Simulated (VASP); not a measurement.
```yaml
crystal:
  lattice:
    - [-1.65939, 2.02021, 2.03257]
    - [1.65939, -2.02021, 2.03257]
    - [1.65939, 2.02021, -2.03257]
  atoms:
    - { symbol: Sn, position: [0.00000, 0.00000, 0.00000] }
```

Level of theory: r2SCAN meta-GGA, VASP's PBE PAW potentials (set 64) (plane waves; VASP). Numerical set-up: 400 eV cut-off, 16×16×16 Γ-centred mesh, tetrahedra with Blöchl corrections, potentials Sn_d.

Give the energies of bands 6 to 10 at the high-symmetry points, in eV from the Fermi level.

```tsv
band	Γ	X	F2	Y0	R	W	S	T
6	-11.70	-3.39	-3.38	-3.85	-6.02	-5.04	-7.66	-5.99
7	7.12	-1.89	-1.35	-1.83	-4.53	-2.41	-5.01	-4.51
8	7.13	-1.78	-1.25	-1.44	3.15	-1.00	6.07	3.08
9	9.92	2.60	-0.31	2.65	4.66	-0.97	8.21	4.57
10	10.58	3.41	3.80	3.66	7.66	16.40	10.92	7.57
```

It has no gap at this level: it comes out as a metal or semimetal.

The structure comes from a computed database's Sn entry (Immm); how it stands against other phases isn't given here. It was relaxed first.
